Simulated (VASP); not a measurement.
## HfS (relaxed from the CsCl type structure, space group Pm-3m): computed properties

Level of theory: PBEsol GGA, VASP's PBE PAW potentials (set 64) (plane waves; VASP).

space group: Pm-3m (221)
cell: a = 3.150 Å, b = 3.150 Å, c = 3.150 Å, α = 90.00°, β = 90.00°, γ = 90.00°
volume per atom: 15.62 Å³/atom
band gap (over mesh and band path): none (metal, semimetal or under 0.01 eV)
density: 11.19 g/cm³

```yaml
crystal:
  lattice:
    - [3.14959, 0.00000, 0.00000]
    - [0.00000, 3.14959, 0.00000]
    - [0.00000, 0.00000, 3.14959]
  atoms:
    - { symbol: Hf, position: [0.00000, 0.00000, 0.00000] }
    - { symbol: S, position: [0.50000, 0.50000, 0.50000] }
```

Unless said otherwise, spin-orbit coupling is left out, though it shifts the bands of the heavy elements here.

The structure was generated: HfS was put into the CsCl type type (Pm-3m), which need not be its known phase. It was relaxed first, which changed the volume by -35 %. Symmetry was kept, so distortions that lower it aren't found.
